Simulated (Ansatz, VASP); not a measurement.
# HfO2: VASP beside Ansatz, part 2 of 2

Wanted: the spread between two codes on one cell, functional and k mesh. The structure shown is the end of the Ansatz relaxation below.

VASP 6.6.1 and Ansatz 0.2.0.

So far. Step 3 (VASP: single point, LDA, pair 1): The run ends at a pressure of -3.11 GPa, with forces up to 0.0085 eV/Å.

### Step 7. VASP: single point, LDA, pair 2

Level of this step: LDA; plane waves and PAW (O, Hf_pv) (VASP).

The same cell, functional (in two slightly different forms) and mesh now go to VASP, with its own data sets.

The input, INCAR:

```
SYSTEM = HfO2
PREC = Accurate
ENCUT = 600
EDIFF = 1E-06
NELM = 120
ISMEAR = 0
SIGMA = 0.01
LREAL = .FALSE.
ALGO = Normal
GGA = PW92
NBANDS = 17
LASPH = .TRUE.
LORBIT = 11
LWAVE = .FALSE.
LCHARG = .FALSE.
ISIF = 2
GGA_COMPAT = .FALSE.
EFERMI = MIDGAP
KPAR = 2
```

The input, POSCAR:

```
HfO2
1.0
   -0.0412288037      2.4920777280      2.5049396456
    2.4920777280     -0.0412288037      2.5049396456
    2.4508489242      2.4508489242      0.0000000000
O Hf
2 1
Direct
    0.2528159789      0.2528159789      0.2471840211
    0.7471840211      0.7471840211      0.7528159789
    0.0000000000      0.0000000000      0.0000000000
```

The input, KPOINTS:

```
Automatic mesh
0
Gamma
8 8 8
0 0 0
```

The projector-augmented-wave data sets are O and Hf_pv (LDA family, release 64).

On the command line:

```bash
$ mpirun -np 2 vasp_std
```

Numbers of over 12 decimals in the logs are rounded to 6 here.

Output:

```text
[banner, memory and clock lines left out]
running    2 mpi-ranks, on    1 nodes
[...]
[... a notice as in an earlier step ...]

 LDA part: xc-table for (Slater(with rela. corr.)+PW92), standard interpolation
 POSCAR, INCAR and KPOINTS ok, starting setup
[...]
entering main loop
       N       E                     dE             d eps       ncg     rms          rms(c)
DAV:   1     0.963460479737E+02    0.96346E+02   -0.13995E+04  3230   0.144E+03
DAV:   2    -0.348207508047E+02   -0.13117E+03   -0.12731E+03  4171   0.313E+02
DAV:   3    -0.386609114559E+02   -0.38402E+01   -0.38291E+01  3786   0.485E+01
DAV:   4    -0.386833573299E+02   -0.22446E-01   -0.22437E-01  4204   0.399E+00
[...]
DAV:  10    -0.330813278523E+02    0.33542E-03   -0.22457E-03  4037   0.369E-01    0.684E-02
DAV:  11    -0.330813203902E+02    0.74621E-05   -0.12434E-04  3895   0.917E-02    0.573E-02
DAV:  12    -0.330813210478E+02   -0.65762E-06   -0.62102E-06  4082   0.197E-02
   1 F= -.33081321E+02 E0= -.33081321E+02  d E =0.000000E+00
```

Parts of OUTCAR (step 7):

```text
  Total       -0.2734347     -0.2734347     -0.7761034      0.4854294     -0.0000000     -0.0000000
  in kB      -14.0842176    -14.0842176    -39.9759338     25.0037490     -0.0000000     -0.0000000
  external PRESSURE =     -22.7147897 kB  Pullay stress =       0.0000000 kB

 POSITION                                       TOTAL-FORCE (eV/Angst)
 -----------------------------------------------------------------------------------
      1.22542      1.22542      1.26658        -0.000000     -0.000000     -0.016545
      3.67627      3.67627      3.74330         0.000000      0.000000      0.016545
      0.00000      0.00000      0.00000         0.000000     -0.000000      0.000000
 -----------------------------------------------------------------------------------
    total drift:                                0.000000      0.000000     -0.000000

  FREE ENERGIE OF THE ION-ELECTRON SYSTEM (eV)
  ---------------------------------------------------
  free  energy   TOTEN  =       -33.0813210478 eV

  energy  without entropy=      -33.0813210478  energy(sigma->0) =      -33.08132105

[... 1 part as in an earlier step ...]

[... 2 further parts left out ...]
[key lines of the parts left out:]
E-fermi :   6.3286
```

The run ends at a pressure of -2.27 GPa, with forces up to 0.017 eV/Å.

### Step 8. Comparison

What differs besides the data sets and the points named for the pairs above, as far as they apply: the data sets hold 38 valence electrons in Ansatz (on its PAW soft_1 files) and 22 in VASP. Total energies have different zeros and are not compared.

The two programs side by side:

| quantity | Ansatz | VASP | difference |
| --- | --- | --- | --- |
| pressure (GPa) | 1.69 | -2.27 | +3.96 |
| gap on the k mesh (eV) | 3.660 | 3.703 | -0.043 |

At this near-relaxed geometry the largest component of a force difference is 17 meV/Å. A gap on the mesh is an upper bound, since the band edges may lie between its points; neither run holds spin-orbit coupling, which can move the band edges of a compound of Hf.

### Step 9. Ansatz: relaxation, LDA

This run makes the geometry at which the two programs are then compared. The cell compared in this pair holds 31.02 Å³, against 31.11 Å³ for the pair before.

The structure compared here is the end of the Ansatz relaxation.

The input, input.yaml:

```yaml
crystal:
  lattice:
    - [-0.053733135, 2.4795733967, 2.5049396456]
    - [2.4795733967, -0.053733135, 2.5049396456]
    - [2.4258402617, 2.4258402617, 0.0]
  atoms:
    - { symbol: O, position: [0.2528159789, 0.2528159789, 0.2471840211] }
    - { symbol: O, position: [0.7471840211, 0.7471840211, 0.7528159789] }
    - { symbol: Hf, position: [0.0, 0.0, 0.0] }
  conventional_axes: [[0, 0, 1], [1, -1, 0], [1, 1, -1]]
kpoints:
  mp_grid: { grid: [8, 8, 8] }
hamiltonian:
  xc: lda
  pseudopotentials: { kind: paw, azcp: { folder: soft_1 }, xc_functional: pbe }
scf:
  occupations: { method: fixed }
output:
  forces: true
  stress: true
  eigenvalues: true
relax:
  adjacent_minimum: "off"
  f_tol: 0.001
  max_steps: 60
  cell: { stress_tol: 0.01, fix: [a, angles] }
```

On the command line:

```bash
$ ansatz run input.yaml --threads 8 --pin off --max-ram 20480MiB --backend cpu --events-out ev --progress --plain --runs-dir out
```

Output:

```text
[...]
Crystal: 3 atoms, lattice volume = 30.788 Å³
Basis set: ecut = 420 eV, 585 PW (Γ)
Bands: 23, of which v1, the nominal top of the filled ones, is band 19 counted from 1 (18 counted from 0)
Symmetry: 8 space group operations
[...]
k-points: 95 of 512
[...]
--- Relaxed structure (5 steps of the walk, 5 accepted, 2 SCFs on fresh bases) ---
[...]
cell:  # Å, volume = 31.0173 Å³
    - [-0.061936, 2.487776, 2.507382]
    - [2.487776, -0.061936, 2.507382]
    - [2.4258402617, 2.4258402617, 2.096784944507426e-19]
  atoms:
    - { symbol: O, position: [0.254280, 0.254280, 0.245720] }
    - { symbol: O, position: [0.745720, 0.745720, 0.754280] }
    - { symbol: Hf, position: [0, 0, 0] }
[key lines of the parts left out:]
SCF converged after 6 iterations
Free energy (F): -16593.597675 eV
Fermi energy:    15.411414 eV
P = ⅓ Tr σ = 2.5795 GPa (25.795 kbar)
```

### Step 10. VASP: single point, LDA, pair 3

The same cell, functional (in two slightly different forms) and mesh now go to VASP, with its own data sets.

INCAR is that of step 7.

The input, POSCAR:

```
HfO2
1.0
   -0.0619360687      2.4877763304      2.5073822099
    2.4877763304     -0.0619360687      2.5073822099
    2.4258402617      2.4258402617      0.0000000000
O Hf
2 1
Direct
    0.2542802690      0.2542802690      0.2457197310
    0.7457197310      0.7457197310      0.7542802690
    0.0000000000      0.0000000000      0.0000000000
```

KPOINTS is that of step 7.

On the command line:

```bash
$ mpirun -np 2 vasp_std
```

Output:

```text
[... set-up lines as in an earlier step ...]
 entering main loop
       N       E                     dE             d eps       ncg     rms          rms(c)
DAV:   1     0.954155635338E+02    0.95416E+02   -0.13994E+04  3230   0.144E+03
DAV:   2    -0.349257897784E+02   -0.13034E+03   -0.12701E+03  4228   0.312E+02
DAV:   3    -0.386443056073E+02   -0.37185E+01   -0.37086E+01  3786   0.477E+01
DAV:   4    -0.386646894779E+02   -0.20384E-01   -0.20379E-01  4257   0.386E+00
[...]
DAV:  10    -0.330702995389E+02    0.35392E-03   -0.22949E-03  4055   0.373E-01    0.802E-02
DAV:  11    -0.330702935117E+02    0.60272E-05   -0.12457E-04  3857   0.925E-02    0.520E-02
DAV:  12    -0.330702942366E+02   -0.72492E-06   -0.58575E-06  4123   0.192E-02
   1 F= -.33070294E+02 E0= -.33070294E+02  d E =0.000000E+00
```

OUTCAR, selected parts (step 10):

```text
  Total       -0.0130818     -0.0130818     -0.7818752      0.7414322      0.0000000      0.0000000
  in kB       -0.6757323     -0.6757323    -40.3872340     38.2981777      0.0000000      0.0000000
  external PRESSURE =     -13.9128995 kB  Pullay stress =       0.0000000 kB

 POSITION                                       TOTAL-FORCE (eV/Angst)
 -----------------------------------------------------------------------------------
      1.21292      1.21292      1.27516        -0.000000     -0.000000     -0.024698
      3.63876      3.63876      3.73961         0.000000      0.000000      0.024698
      0.00000      0.00000      0.00000         0.000000      0.000000      0.000000
 -----------------------------------------------------------------------------------
    total drift:                               -0.000000     -0.000000      0.000000

  FREE ENERGIE OF THE ION-ELECTRON SYSTEM (eV)
  ---------------------------------------------------
  free  energy   TOTEN  =       -33.0702942366 eV

  energy  without entropy=      -33.0702942366  energy(sigma->0) =      -33.07029424

[... 1 part as in an earlier step ...]

[... 2 further parts left out ...]
[key lines of the parts left out:]
E-fermi :   6.3584
```

The run ends at a pressure of -1.39 GPa, with forces up to 0.025 eV/Å.

### Step 11. Side by side

What differs besides the data sets and the points named for the pairs above, as far as they apply: the data sets hold 38 valence electrons in Ansatz (on its PAW soft_1 files) and 22 in VASP. Total energies have different zeros and are not compared.

Compared:

| quantity | Ansatz | VASP | difference |
| --- | --- | --- | --- |
| pressure (GPa) | 2.58 | -1.39 | +3.97 |
| gap on the k mesh (eV) | 3.659 | 3.702 | -0.043 |

At this near-relaxed geometry the largest component of a force difference is 25 meV/Å. A gap on the mesh is an upper bound, since the band edges may lie between its points; neither run holds spin-orbit coupling, which can move the band edges of a compound of Hf.

### Step 12. Results

```json
{
 "difference in pressure (single point, LDA, pair 1)": "3.9 GPa",
 "difference in gap on the k mesh (single point, LDA, pair 1)": "-0.043 eV",
 "difference in pressure (single point, LDA, pair 2)": "4.0 GPa",
 "r.m.s. force difference (single point, LDA, pair 2)": "7.8 meV/Å",
 "difference in gap on the k mesh (single point, LDA, pair 2)": "-0.043 eV",
 "difference in pressure (single point, LDA, pair 3)": "4.0 GPa",
 "r.m.s. force difference (single point, LDA, pair 3)": "12 meV/Å",
 "difference in gap on the k mesh (single point, LDA, pair 3)": "-0.043 eV"
}
```

**Reading.** The difference in pressure is 4.0 GPa (single point, LDA, pair 3), beyond the 1 GPa picked in this series as the mark of a large difference. The data sets hold unlike numbers of valence electrons (38 in Ansatz and 22 in VASP), so part of the differences comes from the potentials. Single point, LDA, pair 1, VASP with the data sets O and Hf_sv: r.m.s. force difference goes from 3.9 to 1.5 meV/Å; the difference in pressure goes from 3.9 to 2.7 GPa. What causes the difference of the single point, LDA, pair 2 pair stays open here. What causes the difference of the single point, LDA, pair 3 pair stays open here. 13 further runs of this series are not shown here. Such differences can come from data sets, numerical settings and the points named under the comparisons, not from the functional's error against experiment.

[Lines on the potential files, build, host, timing and source positions are cut from VASP's logs without a mark.]

[Logs are printed without paths, hosts, clocks, repeated set-up lines and the standing remarks that a program may print on its own settings, such as how far it seeks lower states.]

[Hosts, paths, dates, database ids (printed as entryN), source tags and the programs' standing remarks are cut or masked in the printed files.]
